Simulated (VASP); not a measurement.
Here is the system:

```
InP
1.0
    0.00000     2.94477     2.94477
    2.94477     0.00000     2.94477
    2.94477     2.94477     0.00000
In P
1 1
Cartesian
  0.00000   0.00000   0.00000
  1.47239   1.47239   1.47239
```

All values below come from PBE GGA with D4 dispersion, VASP's PBE PAW potentials (set 64) (plane waves; VASP). Run with 520 eV cut-off, 8×8×8 Γ-centred mesh, Gaussian smearing of 0.050 eV, potentials In_d P.

Unless said otherwise, spin-orbit coupling is left out, though it shifts the bands of the heavy elements here.

Question: Estimate the energy per atom (σ→0), band gap (on the k-mesh) with the smallest direct gap where there is one.

Answer: 
* **band gap (on the k-mesh)**: 0.63 eV
* **smallest direct gap (on the k-mesh)**: 0.63 eV
* **energy per atom (σ→0)**: -4.529 eV/atom

Only differences to runs with the same potentials and settings are physical.

The compound is InP in the zinc blende structure. It was relaxed first.
